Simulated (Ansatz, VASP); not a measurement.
# Cross-check of ScClO between VASP and Ansatz, part 3 of 3

Wanted: the spread between two codes on one cell, functional and k mesh. The structure shown is the end of the VASP relaxation below.

VASP 6.6.1 and Ansatz 0.2.0.

So far: Starting point; VASP: relaxation, r2SCAN; Ansatz: single point, r2SCAN; Differences; Other set-ups; VASP: band structure, r2SCAN.

## 6. VASP: band structure, r2SCAN (continued)

Level of this step: r2SCAN; plane waves and PAW (Cl, Sc_sv, O) (VASP).

Numbers of over 12 decimals in the logs are rounded to 6 here.

From OUTCAR (step 6):

```text
  Total       -3.8368741     -3.8368741     -2.5190741      0.0000000      0.0000000      0.0000000
  in kB      -17.1509781    -17.1509781    -11.2603606      0.0000000      0.0000000      0.0000000
  external PRESSURE =     -15.1874390 kB  Pullay stress =       0.0000000 kB

 POSITION                                       TOTAL-FORCE (eV/Angst)
 -----------------------------------------------------------------------------------
      1.78568      0.00000     20.57259         0.000000     -0.000000      0.002500
      0.00000      1.78568     15.49364         0.000000      0.000000     -0.019759
      1.78568      0.00000     12.60786         0.000000     -0.000000      0.019759
      0.00000      1.78568      7.52891        -0.000000     -0.000000     -0.002500
      0.00000      1.78568     19.08364         0.000000      0.000000     -0.011110
      1.78568      0.00000     16.97261         0.000000     -0.000000     -0.004763
      0.00000      1.78568     11.12889        -0.000000      0.000000      0.004763
      1.78568      0.00000      9.01786         0.000000     -0.000000      0.011110
      0.00000      0.00000     18.02762         0.000000     -0.000000      0.023641
      1.78568      1.78568     18.02762        -0.000000     -0.000000      0.023641
      0.00000      0.00000     10.07388         0.000000     -0.000000     -0.023641
      1.78568      1.78568     10.07388         0.000000      0.000000     -0.023641
 -----------------------------------------------------------------------------------
    total drift:                                0.000000      0.000000      0.000000

  FREE ENERGIE OF THE ION-ELECTRON SYSTEM (eV)
  ---------------------------------------------------
  free  energy   TOTEN  =      -131.6629353842 eV

  energy  without entropy=     -131.6629353842  energy(sigma->0) =     -131.66293538

[... 1 part as in an earlier step ...]

[... 2 further parts left out ...]
[key lines of the parts left out:]
E-fermi :  -2.5799
```

## 7. Ansatz: band structure, r2SCAN

The same cell, functional, mesh and smearing now go to Ansatz, which takes its cutoff from its data sets.

input.yaml

```yaml
crystal:
  lattice:
    - [3.57137, 0.0, 0.0]
    - [0.0, 3.57137, 0.0]
    - [0.0, 0.0, 28.1015024813]
  atoms:
    - { symbol: Cl, position: [0.5, 0.0, 0.7320815207] }
    - { symbol: Cl, position: [0.0, 0.5, 0.5513455793] }
    - { symbol: Cl, position: [0.5, 0.0, 0.4486544207] }
    - { symbol: Cl, position: [0.0, 0.5, 0.2679184793] }
    - { symbol: Sc, position: [0.0, 0.5, 0.6790968683] }
    - { symbol: Sc, position: [0.5, 0.0, 0.6039753533] }
    - { symbol: Sc, position: [0.0, 0.5, 0.3960246467] }
    - { symbol: Sc, position: [0.5, 0.0, 0.3209031317] }
    - { symbol: O, position: [0.0, 0.0, 0.6415181848] }
    - { symbol: O, position: [0.5, 0.5, 0.6415181848] }
    - { symbol: O, position: [0.0, 0.0, 0.3584818152] }
    - { symbol: O, position: [0.5, 0.5, 0.3584818152] }
hamiltonian:
  xc: r2scan
  pseudopotentials: { kind: paw }
kpoints:
  mp_grid: { grid: [7, 7, 1] }
  band_path:
    path:
      - [0.5, 0.5, 0.0]
      - [0.46154, 0.46154, 0.0]
      - [0.42308, 0.42308, 0.0]
      - [0.34615, 0.34615, 0.0]
      - [0.30769, 0.30769, 0.0]
      - [0.23077, 0.23077, 0.0]
      - [0.19231, 0.19231, 0.0]
      - [0.15385, 0.15385, 0.0]
      - [0.07692, 0.07692, 0.0]
      - [0.03846, 0.03846, 0.0]
      - [0.0, 0.0, 0.0]
      - [0.0, 0.03846, 0.0]
      - [0.0, 0.07692, 0.0]
      - [0.0, 0.15385, 0.0]
      - [0.0, 0.19231, 0.0]
      - [0.0, 0.26923, 0.0]
      - [0.0, 0.30769, 0.0]
      - [0.0, 0.38462, 0.0]
      - [0.0, 0.42308, 0.0]
      - [0.0, 0.46154, 0.0]
      - [0.0, 0.5, 0.0]
      - [0.03846, 0.5, 0.0]
      - [0.11538, 0.5, 0.0]
      - [0.15385, 0.5, 0.0]
      - [0.19231, 0.5, 0.0]
      - [0.26923, 0.5, 0.0]
      - [0.30769, 0.5, 0.0]
      - [0.38462, 0.5, 0.0]
      - [0.42308, 0.5, 0.0]
      - [0.5, 0.5, 0.0]
    npoints: 1
scf:
  occupations: { method: gaussian, width: 0.05 }
  n_extra_bands: 12
efield:
  axis: 3
  dipole_correction: true
  ramp_width: 0.04
output:
  forces: true
  eigenvalues: true
  write_density: true
  write_potential: true
  elf: true
  volumetric_format: npy
```

Started as:

```sh
$ ansatz run input.yaml --threads 4 --pin off --max-ram 9216MiB --backend cpu --events-out ev --progress --plain --runs-dir out
```

Output:

```text
[...]
Crystal: 12 atoms, lattice volume = 358.426 Å³
Basis set: ecut = 500 eV, 9175 PW (Γ), exchange–correlation on 108×108×864 points (64 copies of the dense FFT grid, shifted against one another)
Bands: 60, of which v1, the nominal top of the filled ones, is band 48 counted from 1 (47 counted from 0)
Symmetry: 8 space group operations
k-points: 10 of 49
[...]
k-point 1: bands = [... 44 lower, -0.9044, -0.8401, -0.7846, -0.6806, 4.1674, 4.1707, 4.2235, 4.2669, ... 8 higher]
  k-point 2: bands = [... 44 lower, -0.9989, -0.9796, -0.9291, -0.8969, 4.2303, 4.2519, 4.4163, 4.4287, ... 8 higher]
  k-point 9: bands = [... 44 lower, -1.2608, -1.2561, -1.1214, -1.1212, 4.0688, 4.0877, 4.1244, 4.1596, ... 8 higher]
[key lines of the parts left out:]
SCF converged after 9 iterations
Free energy (F): -15198.576956 eV
Fermi energy:    1.609938 eV
Dipole field:    D = 0.000001 V/Å  (p = 0.000001 e·Å, saw-weighted, corrected)
Work function:   Φ+ = 5.8841 eV   Φ− = 5.8841 eV
```

It took 32 s on 4 threads of Arm Neoverse V2, shared host; peak memory 1.6 GiB.

## 8. Side by side

Both answers:

```csv
quantity,Ansatz,VASP,difference
gap over the path points (eV),4.551,4.570,-0.019
```

Levels at points of the path, from each program's valence-band top (eV; 4 filled, then empty):

```csv
k (reciprocal lattice),Ansatz,VASP
0.500 0.500 0.000,-0.55 -0.55 -0.55 -0.55 4.83 4.83 4.89,-0.55 -0.55 -0.55 -0.55 4.86 4.86 4.92
0.462 0.462 0.000,-0.61 -0.61 -0.52 -0.52 4.80 4.80 4.86,-0.61 -0.60 -0.52 -0.52 4.82 4.82 4.88
0.423 0.423 0.000,-0.60 -0.59 -0.45 -0.45 4.71 4.74 4.77,-0.60 -0.60 -0.45 -0.45 4.74 4.76 4.79
0.346 0.346 0.000,-0.53 -0.52 -0.30 -0.30 4.57 4.60 4.72,-0.53 -0.52 -0.30 -0.30 4.59 4.62 4.74
0.308 0.308 0.000,-0.46 -0.45 -0.25 -0.24 4.55 4.56 4.82,-0.47 -0.45 -0.24 -0.24 4.57 4.58 4.83
0.231 0.231 0.000,-0.32 -0.27 -0.19 -0.18 4.61 4.62 5.14,-0.32 -0.28 -0.19 -0.17 4.63 4.64 5.15
0.192 0.192 0.000,-0.28 -0.18 -0.18 -0.16 4.67 4.69 5.26,-0.28 -0.18 -0.17 -0.15 4.69 4.71 5.28
0.154 0.154 0.000,-0.25 -0.16 -0.13 -0.10 4.73 4.75 5.14,-0.25 -0.15 -0.12 -0.10 4.75 4.77 5.17
0.077 0.077 0.000,-0.23 -0.10 -0.06 -0.01 4.75 4.76 4.89,-0.23 -0.10 -0.05 -0.01 4.79 4.79 4.92
0.038 0.038 0.000,-0.09 -0.08 -0.03 -0.01 4.71 4.71 4.84,-0.08 -0.07 -0.03 -0.01 4.75 4.75 4.87
```

At this near-relaxed geometry the largest component of a force difference is 231 meV/Å. Among the levels compared at these points, filled levels agree within 6 meV and empty ones within 33 meV.

## 9. What the set-up changes

Further runs change the set-up of one program: Ansatz's method, potentials or start, or VASP's data sets, cutoff or form of LDA. The table gives Ansatz less VASP for each quantity, since a change that brings one quantity closer may part another.

```csv
run,r.m.s. force difference (meV/Å),gap over the path points (eV)
as above,76,-0.019
cores kept as stored,77,-0.018
Ansatz's larger PAW set (cutoff 920 eV),79,-0.020
norm-conserving potentials (cutoff 1290 eV),79,-0.012
```

## 10. Results

| Quantity | Value |
| --- | --- |
| r.m.s. force difference (single point, r2SCAN) | 75 meV/Å |
| r.m.s. force difference (band structure, r2SCAN) | 76 meV/Å |

In words: The r.m.s. force difference is 76 meV/Å (band structure, r2SCAN), beyond the 12 meV/Å picked in this series as the mark of a large difference. Single point, r2SCAN, norm-conserving potentials (cutoff 1290 eV): the difference in gap on the k mesh goes from -0.014 to -0.0091 eV. Band structure, r2SCAN, norm-conserving potentials (cutoff 1290 eV): the difference in gap over the path points goes from -0.019 to -0.012 eV. Such differences can come from data sets, numerical settings and the points named under the comparisons, not from the functional's error against experiment.

[Lines on the potential files, build, host, timing and source positions are cut from VASP's logs without a mark.]

[Logs are printed without paths, hosts, clocks, repeated set-up lines and the standing remarks that a program may print on its own settings, such as how far it seeks lower states.]

[Hosts, paths, dates, database ids (printed as entryN), source tags and the programs' standing remarks are cut or masked in the printed files.]
